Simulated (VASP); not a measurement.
SnO₂ (rutile) relaxed at rising pressure, in one space group throughout; other phases were not tried. The pressures are those reached. All values below come from PBEsol GGA, VASP's PBE PAW potentials (set 64) (plane waves; VASP 6.6.1).

| P (GPa) | V (Å³/atom) | k-mesh |
|---|---|---|
| 0.24 | 12.186 | 5×5×7 |
| 5.02 | 11.900 | 5×5×7 |
| 9.80 | 11.648 | 5×5×7 |
| 20.05 | 11.197 | 5×5×7 |
| 30.02 | 10.835 | 5×5×7 |

Question: Fit an equation of state and predict the volume at 45.00 GPa.

Answer: Least squares on the third-order Birch-Murnaghan form, P = (3B0/2)(y⁷ − y⁵)[1 + (3/4)(B′ − 4)(y² − 1)] with y = (V0/V)^(1/3), gives V0 = 12.201 Å³/atom, B0 = 189 GPa and B′ = 4.9, and so 10.392 Å³/atom. The run gave 10.387 Å³/atom, -0.0 % from the fit.

Pressures at which the relaxation failed are left out.

The compound is SnO2 in the rutile structure.
